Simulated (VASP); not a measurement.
Level of theory: LDA (Ceperley-Alder, Perdew-Zunger), VASP's LDA PAW potentials (set 64) (plane waves; VASP).

VASP ran on this input.

**KPOINTS**
```
K-points
0
G
 5 5 1
```

**POSCAR**
```
Bi2Te3
1
    4.3528372118    -0.0000000000    -0.0000000000
   -2.1764186059     3.7696673404    -0.0000000000
    0.0000000000    -0.0000000000    29.9375254118
Bi Te
6 9
Direct
  0.3333330000   0.6666670000   0.2668516788
  0.3333330000   0.6666670000   0.0664823212
  0.0000000000   0.0000000000   0.6001846788
  0.0000000000   0.0000000000   0.3998153212
  0.6666670000   0.3333330000   0.9335176788
  0.6666670000   0.3333330000   0.7331483212
  0.0000000000   0.0000000000   0.0000000000
  0.6666670000   0.3333330000   0.1239862539
  0.0000000000   0.0000000000   0.2093467461
  0.6666670000   0.3333330000   0.3333330000
  0.3333330000   0.6666670000   0.4573202539
  0.6666670000   0.3333330000   0.5426797461
  0.3333330000   0.6666670000   0.6666670000
  0.0000000000   0.0000000000   0.7906532539
  0.3333330000   0.6666670000   0.8760137461
```

INCAR:
```
SYSTEM = Bi2Te3
PREC = Accurate; ENCUT = 480; LREAL = Auto
LASPH = .TRUE.
EDIFF = 1E-6; NELM = 100; ALGO = Normal
LMAXMIX = 4
ISMEAR = 0; SIGMA = 0.05
IBRION = 2; NSW = 60; ISIF = 3
EDIFFG = -0.02
LWAVE = .FALSE.; LCHARG = .FALSE.
```

POTCAR, in this order: Bi_d Te (LDA.64 set). Program: vasp_std.

What VASP printed:

**OSZICAR**
```
       N       E                     dE             d eps       ncg     rms          rms(c)
DAV:   1     0.143314933245E+04    0.14331E+04   -0.61643E+04   860   0.155E+03
DAV:   2     0.125118413815E+03   -0.13080E+04   -0.12711E+04   930   0.412E+02
DAV:   3    -0.541112809845E+02   -0.17923E+03   -0.17251E+03  1038   0.174E+02
DAV:   4    -0.650353217188E+02   -0.10924E+02   -0.10717E+02  1002   0.429E+01
DAV:   5    -0.656536445790E+02   -0.61832E+00   -0.61577E+00  1240   0.992E+00    0.144E+01
DAV:   6    -0.648533664450E+02    0.80028E+00   -0.16373E+00  1070   0.487E+00    0.107E+01
DAV:   7    -0.648681448117E+02   -0.14778E-01   -0.10807E+00  1104   0.292E+00    0.316E+00
DAV:   8    -0.648332650365E+02    0.34880E-01   -0.20414E-01   958   0.166E+00    0.122E+00
DAV:   9    -0.648283915699E+02    0.48735E-02   -0.39877E-02  1104   0.600E-01    0.862E-01
DAV:  10    -0.648285969811E+02   -0.20541E-03   -0.65370E-03  1008   0.324E-01    0.372E-01
DAV:  11    -0.648277992099E+02    0.79777E-03   -0.28491E-03  1048   0.196E-01    0.117E-01
DAV:  12    -0.648278689990E+02   -0.69789E-04   -0.13055E-03  1186   0.815E-02    0.144E-01
DAV:  13    -0.648278802966E+02   -0.11298E-04   -0.11035E-04   848   0.244E-02    0.169E-01
DAV:  14    -0.648278744511E+02    0.58455E-05   -0.62608E-05  1026   0.310E-02    0.203E-01
DAV:  15    -0.648278596004E+02    0.14851E-04   -0.91680E-05   952   0.323E-02    0.132E-01
DAV:  16    -0.648282945963E+02   -0.43500E-03   -0.14006E-03   930   0.140E-01    0.422E-01
DAV:  17    -0.648280065122E+02    0.28808E-03   -0.30559E-04   930   0.620E-02    0.267E-01
DAV:  18    -0.648279921337E+02    0.14378E-04   -0.16340E-05   874   0.124E-02    0.252E-01
DAV:  19    -0.648279102860E+02    0.81848E-04   -0.50380E-05   916   0.263E-02    0.176E-01
DAV:  20    -0.648278541648E+02    0.56121E-04   -0.12675E-04   980   0.380E-02    0.663E-02
DAV:  21    -0.648278546073E+02   -0.44244E-06   -0.18151E-05   940   0.106E-02    0.609E-02
DAV:  22    -0.648278544243E+02    0.18294E-06   -0.38801E-07   514   0.264E-03
   1 F= -.64827854E+02 E0= -.64827746E+02  d E =-.648279E+02
       N       E                     dE             d eps       ncg     rms          rms(c)
DAV:   1    -0.648360110306E+02   -0.81564E-02   -0.28282E-01  1086   0.334E+00    0.524E-01
DAV:   2    -0.648296823642E+02    0.63287E-02   -0.16641E-02  1096   0.849E-01    0.208E-01
DAV:   3    -0.648283131938E+02    0.13692E-02   -0.45559E-03  1110   0.410E-01    0.451E-02
DAV:   4    -0.648282698219E+02    0.43372E-04   -0.31333E-04  1232   0.939E-02    0.334E-02
DAV:   5    -0.648282671435E+02    0.26784E-05   -0.16803E-05   978   0.212E-02    0.219E-02
DAV:   6    -0.648282665203E+02    0.62323E-06   -0.10693E-05   996   0.132E-02    0.392E-03
DAV:   7    -0.648282665834E+02   -0.63066E-07   -0.98899E-07   490   0.692E-03
   2 F= -.64828267E+02 E0= -.64828166E+02  d E =-.412159E-03
       N       E                     dE             d eps       ncg     rms          rms(c)
DAV:   1    -0.648284057591E+02   -0.13924E-03   -0.46966E-03  1098   0.429E-01    0.662E-02
DAV:   2    -0.648282999605E+02    0.10580E-03   -0.27891E-04  1096   0.109E-01    0.267E-02
DAV:   3    -0.648282772941E+02    0.22666E-04   -0.72846E-05  1122   0.519E-02    0.658E-03
DAV:   4    -0.648282763280E+02    0.96606E-06   -0.51596E-06   822   0.129E-02
   3 F= -.64828276E+02 E0= -.64828175E+02  d E =-.421904E-03
       N       E                     dE             d eps       ncg     rms          rms(c)
DAV:   1    -0.648283788639E+02   -0.10157E-03   -0.40192E-03  1098   0.398E-01    0.620E-02
DAV:   2    -0.648282867700E+02    0.92094E-04   -0.23905E-04  1096   0.102E-01    0.237E-02
DAV:   3    -0.648282669049E+02    0.19865E-04   -0.66308E-05  1122   0.496E-02    0.566E-03
DAV:   4    -0.648282662118E+02    0.69310E-06   -0.38997E-06   686   0.113E-02
   4 F= -.64828266E+02 E0= -.64828164E+02  d E =-.411787E-03
       N       E                     dE             d eps       ncg     rms          rms(c)
DAV:   1    -0.648282201875E+02    0.46717E-04   -0.81959E-02   996   0.800E-01    0.493E-02
DAV:   2    -0.648284387156E+02   -0.21853E-03   -0.26505E-03  1248   0.259E-01    0.246E-02
DAV:   3    -0.648284354464E+02    0.32692E-05   -0.65525E-05  1058   0.309E-02    0.185E-02
DAV:   4    -0.648284330800E+02    0.23664E-05   -0.61428E-06   912   0.109E-02    0.128E-02
DAV:   5    -0.648284311432E+02    0.19368E-05   -0.13987E-06   602   0.957E-03    0.277E-03
DAV:   6    -0.648284311871E+02   -0.43854E-07   -0.21314E-06   518   0.689E-03
   5 F= -.64828431E+02 E0= -.64828329E+02  d E =-.164975E-03
```

File OUTCAR:
```
------------------------ aborting loop because EDIFF is reached ----------------------------------------
  FORCE on cell =-STRESS in cart. coord.  units (eV):
  Direction    XX          YY          ZZ          XY          YZ          ZX
  --------------------------------------------------------------------------------------
  Total       -0.0261379     -0.0261378      0.0201923      0.0000000      0.0000000      0.0000000
  in kB       -0.0850823     -0.0850823      0.0657286      0.0000000      0.0000000      0.0000000
  external PRESSURE =      -0.0348120 kB  Pullay stress =       0.0000000 kB
  volume of cell :      492.20
      direct lattice vectors                 reciprocal lattice vectors
     4.354881439 -0.000000000  0.000000000     0.229627377  0.132575437 -0.000000000
    -2.177440719  3.771437693  0.000000000     0.000000000  0.265150874  0.000000000
     0.000000000 -0.000000000 29.968015741    -0.000000000 -0.000000000  0.033368909
 POSITION                                       TOTAL-FORCE (eV/Angst)
 -----------------------------------------------------------------------------------
     -0.00000      2.51429      7.99486         0.000000      0.000000     -0.014588
     -0.00000      2.51429      1.99450        -0.000000      0.000000      0.014588
      0.00000     -0.00000     17.98419         0.000000      0.000000     -0.014588
      4.35488     -0.00000     11.98383        -0.000000     -0.000000      0.014588
      2.17744      1.25714     27.97352         0.000000      0.000000     -0.014588
      2.17744      1.25714     21.97316        -0.000000     -0.000000      0.014588
      0.00000      0.00000      0.00000        -0.000000      0.000000      0.000000
      2.17744      1.25714      3.71635         0.000000     -0.000000      0.006345
      4.35488     -0.00000      6.27297        -0.000000      0.000000     -0.006345
      2.17744      1.25714      9.98933        -0.000000      0.000000      0.000000
     -0.00000      2.51429     13.70571         0.000000     -0.000000      0.006345
      2.17744      1.25714     16.26230        -0.000000      0.000000     -0.006345
     -0.00000      2.51429     19.97869         0.000000     -0.000000      0.000000
      0.00000     -0.00000     23.69504         0.000000     -0.000000      0.006345
     -0.00000      2.51429     26.25166        -0.000000      0.000000     -0.006345
 -----------------------------------------------------------------------------------
    total drift:                                0.000000      0.000000      0.000000
  FREE ENERGIE OF THE ION-ELECTRON SYSTEM (eV)
  ---------------------------------------------------
  free  energy   TOTEN  =       -64.8284311871 eV

  energy  without entropy=      -64.8282258163  energy(sigma->0) =      -64.82832850

 reached required accuracy - stopping structural energy minimisation
```
(Selected blocks of OUTCAR.)

**CONTCAR**
```
Bi2Te3
   1.00000000000000
     4.3548814388165225   -0.0000000000000000    0.0000000000000000
    -2.1774407194082612    3.7714376925562645    0.0000000000000000
     0.0000000000000000   -0.0000000000000000   29.9680157408413805
  Bi              Te
     6     9
Direct
     0.3333330000000032    0.6666669999999968    0.2667797276462328
     0.3333330000000032    0.6666669999999968    0.0665542723537679
     0.0000000000000000    0.0000000000000000    0.6001127276462289
     1.0000000000000000    0.0000000000000000    0.3998872723537711
     0.6666669999999968    0.3333330000000032    0.9334457276462321
     0.6666669999999968    0.3333330000000032    0.7332202723537672
     0.0000000000000000    0.0000000000000000    0.0000000000000000
     0.6666669999999968    0.3333330000000032    0.1240106694638527
     1.0000000000000000    0.0000000000000000    0.2093223305361505
     0.6666669999999968    0.3333330000000032    0.3333330000000032
     0.3333330000000032    0.6666669999999968    0.4573446694638534
     0.6666669999999968    0.3333330000000032    0.5426553305361467
     0.3333330000000032    0.6666669999999968    0.6666669999999968
     0.0000000000000000    0.0000000000000000    0.7906776694638494
     0.3333330000000032    0.6666669999999968    0.8759893305361474
```

The compound is Bi2Te3 in the tetradymite structure. This run relaxes it. Symmetry was kept, so distortions that lower it aren't found. The start is the result of an earlier pass.
